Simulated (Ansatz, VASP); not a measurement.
# NaGeBr3 in two plane-wave programs, part 2 of 2

Wanted: the spread between two codes on one cell, functional and k mesh. The cell is invented: As first built, before any earlier steps moved the atoms (in the runner's words): it takes the TlGeBr3 structure with some of its atoms replaced by other elements, volume scaled by an estimate. It may not be a known or stable phase. The cell is taken from a series of VASP runs on this material, whose earlier steps may have relaxed, scaled or displaced it; both programs get it as it stands.

VASP 6.6.1 and Ansatz 0.2.0.

So far: The starting structure; VASP: relaxation of cell and atoms, LDA.

### Step 3. Ansatz: relaxation of cell and atoms, LDA

Level of this step: Ansatz beside VASP: Kohn-Sham DFT, plane waves, LDA (Ansatz).

Ansatz runs on its default PAW (the set named soft_2) files.

The same cell, functional (in two slightly different forms), mesh and smearing now go to Ansatz, which takes its cutoff from its data sets.

The input, input.yaml:

```yaml
crystal:
  lattice:
    - [3.73780043, -3.90775065, 0.0]
    - [3.73780043, 3.90775065, 0.0]
    - [-0.91828859, 0.0, 5.48375163]
  atoms:
    - { symbol: Br, position: [0.481687271, 0.012677944, 0.422909441] }
    - { symbol: Br, position: [0.558029669, 0.558029669, 0.920442146] }
    - { symbol: Br, position: [0.012677944, 0.481687271, 0.422909441] }
    - { symbol: Ge, position: [0.50132864, 0.50132864, 0.469378307] }
    - { symbol: Na, position: [0.943400498, 0.943400498, 0.201871217] }
hamiltonian:
  xc: lda
  pseudopotentials: { kind: paw }
kpoints:
  mp_grid: { grid: [5, 5, 5] }
scf:
  occupations: { method: gaussian, width: 0.05 }
relax:
  f_tol: 0.01
  max_steps: 60
  cell: { stress_tol: 0.05 }
output:
  forces: true
  stress: true
```

Started as:

```sh
> ansatz run input.yaml --threads 4 --pin off --max-ram 9216MiB --backend cpu --events-out ev --progress --plain --runs-dir out
```

Numbers of over 12 decimals in the logs are rounded to 6 here.

What it wrote:

```text
Engine: ansatz 0.2.0, aarch64-unknown-linux-gnu
Pseudopotentials: kind: paw
Pseudopotential: Br, paw, valence charge 7, recommended cutoff 420 eV (normal), Br.paw.azcp
Pseudopotential: Ge, paw, valence charge 14, recommended cutoff 420 eV (normal), Ge.paw.azcp
Pseudopotential: Na, paw, valence charge 9, recommended cutoff 420 eV (normal), Na.paw.azcp
Functional definition: SPW92
  exchange = slater_x
  correlation = pw_c
Crystal: 5 atoms, lattice volume = 160.196 Å³
Basis set: ecut = 420 eV, 3127 PW (Γ)
Bands: 27, of which v1, the nominal top of the filled ones, is band 22 counted from 1 (21 counted from 0)
Symmetry: 2 space group operations
Space group: Cm (ITA 8), of the structure as read, at distance tolerance 5.4e-5 Å
k-points: 39 of 125 (time reversal used)
Non-local potential: Br, projectors of the file, l = 0: 2, l = 1: 2, l = 2: 2
Non-local potential: Ge, projectors of the file, l = 0: 2, l = 1: 2, l = 2: 3, l = 3: 1
Non-local potential: Na, projectors of the file, l = 0: 3, l = 1: 2, l = 2: 1
PAW form: soft (Blöchl's): semilocal exchange-correlation on the pseudo side does not see the compensation charge
PAW frozen core: Br, regenerated for the run's functional, and the local potential with it (the file was generated under x = pbe(κ = 0.804, μ = 0.219515), c = pbe(β = 0.066725))
PAW frozen core: Ge, regenerated for the run's functional, and the local potential with it (the file was generated under x = pbe(κ = 0.804, μ = 0.219515), c = pbe(β = 0.066725))
PAW frozen core: Na, regenerated for the run's functional, and the local potential with it (the file was generated under x = pbe(κ = 0.804, μ = 0.219515), c = pbe(β = 0.066725))
PAW one-centre angular grid: Br, 110 points (default); XC on 64 Gauss nodes
PAW one-centre angular grid: Ge, 590 points (default); XC on 64 Gauss nodes
PAW one-centre angular grid: Na, 110 points (default); XC on 64 Gauss nodes
Initial density: superposition of atomic densities (neutral atoms: chi_scale 0, normalization atom), corrected by the library's trained network
Initial wavefunctions: pseudopotential atomic-orbital guess
Functional: x = slater, c = lda
SCF iter   1: F=—  HF=-13768.218351 eV  |F-HF|=—  |Δ(HF+E_count)|=         —  Δρ=4.30e-3  dr2=1.91e-2  ethr=1.77e-3  ⟨swp⟩=7.1  Hψ=5070  notcnv=0
preconditioner: auto → Resta (q_TF=auto, 2.200 Å⁻¹)  ε∞=3.2  [insulator: Δε(μ)=1.777 eV  Ē_g=10.062 eV  σ=0.050 eV  W_gap=1.00  n_scr=24 (ndim 8)  ℏωp=15.0 eV  f_vac=0.200  D(μ)=0.00/eV (n_scr^D=0)  ε∞_Penn≈3.2]
SCF iter   2: F=—  HF=-13768.209993 eV  |F-HF|=—  |Δ(HF+E_count)|=   8.36e-3  Δρ=1.97e-3  dr2=5.31e-3  ethr=4.33e-5  ⟨swp⟩=2.1  Hψ=1987  notcnv=0  defer=2
SCF iter   3: F=—  HF=-13768.209187 eV  |F-HF|=—  |Δ(HF+E_count)|=   8.06e-4  Δρ=4.98e-4  dr2=5.39e-4  ethr=1.21e-5  ⟨swp⟩=2.3  Hψ=1884  notcnv=0  defer=2
SCF iter   4: F=—  HF=-13768.209245 eV  |F-HF|=—  |Δ(HF+E_count)|=   5.79e-5  Δρ=1.25e-4  dr2=7.24e-5  ethr=1.23e-6  ⟨swp⟩=2.2  Hψ=1429  notcnv=0  defer=2
SCF iter   5: F=—  HF=-13768.209277 eV  |F-HF|=—  |Δ(HF+E_count)|=   3.18e-5  Δρ=6.17e-5  dr2=1.23e-5  ethr=1.65e-7  ⟨swp⟩=2.1  Hψ=1821  notcnv=0  defer=2
SCF iter   6: F=—  HF=-13768.209286 eV  |F-HF|=—  |Δ(HF+E_count)|=   8.84e-6  Δρ=2.67e-5  dr2=1.77e-6  ethr=2.80e-8  ⟨swp⟩=2.0  Hψ=1827  notcnv=0  defer=3
SCF iter   7: F=—  HF=-13768.209288 eV  |F-HF|=—  |Δ(HF+E_count)|=   2.01e-6  Δρ=6.96e-6  dr2=1.57e-7  ethr=4.03e-9  ⟨swp⟩=2.0  Hψ=1779  notcnv=0  defer=3
SCF iter   8: F=-13768.209288 eV  HF=-13768.209288 eV  |F-HF|=1.03e-8  |Δ(HF+E_count)|=   3.69e-7  Δρ=1.37e-6  dr2=5.32e-9  ethr=2.27e-10  ⟨swp⟩=4.8  Hψ=3599  notcnv=0
SCF 1 converged in 8 iterations: F = -13768.209288 eV  dr2 = 5.32e-9
  greatest PAW one-centre occupation: 0.999 electrons in one spin orbital (limit 2), on the Na atom at site 4 (counted from 0), in its partial waves of l = 0
relax step   1: F+E_penalty+E_count = -13768.20928793 eV  Δ(F+E_penalty+E_count) = +0.000e0 eV  max|allowed force component| = 1.678e-2 eV/Å  Δτ_max = 0.0000 Å  P = +0.083 GPa  Ω = 160.196 Å³  (8 SCF iters, dr2 threshold 1.00e-7 eV, accepted)
[...]
relax step   2: F+E_penalty+E_count = -13768.20956126 eV  Δ(F+E_penalty+E_count) = -2.733e-4 eV  max|allowed force component| = 1.454e-2 eV/Å  Δτ_max = 0.0110 Å  P = +0.000 GPa  Ω = 160.998 Å³  energy of the carried Pulay correction = -1.002e-4 eV  (6 SCF iters, dr2 threshold 2.33e-8 eV, accepted)
[...]
relax step   3: F+E_penalty+E_count = -13768.20965948 eV  Δ(F+E_penalty+E_count) = -9.822e-5 eV  max|allowed force component| = 5.071e-3 eV/Å  Δτ_max = 0.0050 Å  P = -0.022 GPa  Ω = 161.385 Å³  energy of the carried Pulay correction = -1.484e-4 eV  (5 SCF iters, dr2 threshold 1.32e-8 eV, accepted)
[...]
relax step   4: F+E_penalty+E_count = -13768.20974700 eV  Δ(F+E_penalty+E_count) = -8.752e-5 eV  max|allowed force component| = 9.375e-3 eV/Å  Δτ_max = 0.0088 Å  P = -0.013 GPa  Ω = 161.651 Å³  energy of the carried Pulay correction = -1.815e-4 eV  (6 SCF iters, dr2 threshold 7.71e-9 eV, accepted)
[...]
relax step   5: F+E_penalty+E_count = -13768.20977626 eV  Δ(F+E_penalty+E_count) = -2.926e-5 eV  max|allowed force component| = 1.354e-2 eV/Å  Δτ_max = 0.0134 Å  P = -0.032 GPa  Ω = 162.053 Å³  energy of the carried Pulay correction = -2.313e-4 eV  (8 SCF iters, accepted)
[...]
relax step   6: F+E_penalty+E_count = -13768.20985861 eV  Δ(F+E_penalty+E_count) = -8.235e-5 eV  max|allowed force component| = 9.598e-3 eV/Å  Δτ_max = 0.0057 Å  P = +0.009 GPa  Ω = 161.984 Å³  energy of the carried Pulay correction = -2.228e-4 eV  (6 SCF iters, dr2 threshold 1.15e-8 eV, accepted)
[...]
relax step   7: F+E_penalty+E_count = -13768.21007976 eV  Δ(F+E_penalty+E_count) = -2.212e-4 eV  max|allowed force component| = 9.555e-3 eV/Å  Δτ_max = 0.0000 Å  P = +0.009 GPa  Ω = 161.984 Å³  stress off target by 2.01e-2 GPa  SCF on the basis re-selected at this cell (its energy is not comparable with the rows above)  (6 SCF iters)
basis re-selected at this cell: Δ(F+E_penalty+E_count) = -2.212e-4 eV, ΔP = -0.000 GPa vs the last step (what re-selecting the basis moved, of the pressure what is left beyond the Pulay correction that the steps carried, after the strain that the cell walked since its last selection, with what the two solves' SCF thresholds leave and, on support functions, any second-order correction that the steps lacked; it is no m [...]
SCF converged after 6 iterations
Free energy (F): -13768.210080 eV
Harris-Foulkes:  -13768.210080 eV  (|F-HF|=0.00e0)
Internal energy: -13768.210080 eV  (E = F + TS)
E sigma→0 (E₀):  -13768.210080 eV
Fermi energy:    3.323121 eV
--- Per-component energies (eV) ---
  E_band       = -533.358235
  E_kinetic    = 632.940660
  E_local      = -5451.463421  (includes V_loc(G=0)·N_el)
  E_nonlocal   = 748.487693
  E_hartree    = 2174.113750
  E_xc         = -896.935663
  E_vxc        = -429.014925  (∫ρ·V_xc dr)
  E_paw        = -8662.159267  (= ΣΔE_a)
  E_vpaw       = -382.535986  (= ΣTr[D̂ρ^β])
  E_aug_tail   = 0.000280  (compensation charges beyond the density's cutoff)
  E_ewald      = -2315.862861
  E_core_change = 2.668750  (= ΣΔE_core)
  E_smearing   = -0.000000  (= −TS)
  E_closure    = 0.000000  (closes the sum)
  Σ components = -13768.210080   (vs F -13768.210080, Δ=0.00e0)
--- Forces (eV/Å), atoms counted from 1 ---
  atom   1  Br    -0.00338787    -0.00101538     0.00143868
  atom   2  Br     0.00178264    -0.00000000     0.00915898
  atom   3  Br    -0.00338787     0.00101538     0.00143868
  atom   4  Ge     0.00400418     0.00000000    -0.00955826
  atom   5  Na     0.00099417     0.00000000    -0.00249626
  max |Σ_I F_I| component: 1.82e-5 eV/Å
--- Stress (GPa, compression-positive) ---
       -0.000633      -0.000000      -0.004514
       -0.000000       0.008456       0.000000
       -0.004514       0.000000       0.019072
  P = ⅓ Tr σ = 0.0090 GPa (0.090 kbar)
--- Relaxed structure (6 steps of the walk, 6 accepted, 1 SCFs on fresh bases) ---
  F+E_penalty+E_count = -13768.21007976 eV   max|allowed force component| = 9.555e-3 eV/Å   (the final SCF, on the basis selected at the relaxed cell)
  cell:  # Å, volume = 161.9840 Å³
    - [3.749373, -3.920322, -0.031402]
    - [3.749373, 3.920322, -0.031402]
    - [-0.967201, 0.0, 5.518227]
  atoms:
    - { symbol: Br, position: [0.480882, 0.013030, 0.421620] }
    - { symbol: Br, position: [0.561074, 0.561074, 0.916498] }
    - { symbol: Br, position: [0.013030, 0.480882, 0.421620] }
    - { symbol: Ge, position: [0.500310, 0.500310, 0.469603] }
    - { symbol: Na, position: [0.941828, 0.941828, 0.208170] }
```

Wall time 21 s (4 threads of Arm Neoverse V2, shared host); peak memory 0.48 GiB.

### Step 4. Comparison

Known differences besides the potentials themselves: the two LDA forms differ slightly; both relaxations stop at a tolerance, which leaves soft axes loose, and VASP keeps its plane-wave basis; the data sets hold 44 valence electrons in Ansatz (default PAW (the set named soft_2) files) and 42 in VASP; the cutoff is 420 eV in Ansatz and 410 eV in VASP; VASP's log shows a relativistic correction to its local exchange, Ansatz's none; Ansatz adds a Pulay correction to the stress that steers its cell, VASP none. Total energies have different zeros and are not compared.

Both answers:

| quantity | Ansatz | VASP | difference |
| --- | --- | --- | --- |
| volume (Å³) | 161.98 | 160.20 | +1.12 % |
| edge a after relaxation, in the typed setting (Å) | 5.425 | 5.408 | +0.32 % |
| edge c after relaxation, in the typed setting (Å) | 5.602 | 5.560 | +0.76 % |

The walks stopped with 0.01 GPa left in Ansatz and 0.01 GPa in VASP; each walk ends within a tolerance, so the volume difference is uncertain by about these residues over the bulk modulus, most in soft cells.

### Step 5. Results

```
difference in volume (relaxation of cell and atoms, LDA) : 1.1 %
```

In words: The difference in volume is 1.1 % (relaxation of cell and atoms, LDA), within the 1.2 % picked in this series as the mark of a large difference, as far as the stopping tolerances let one tell. Such differences can come from data sets, numerical settings and the points named under the comparisons, not from the functional's error against experiment.

[Lines on the potential files, build, host, timing and source positions are cut from VASP's logs without a mark.]

[Logs are printed without paths, hosts, clocks, repeated set-up lines and the standing remarks that a program may print on its own settings, such as how far it seeks lower states.]

[Hosts, paths, dates, database ids (printed as entryN), source tags and the programs' standing remarks are cut or masked in the printed files.]
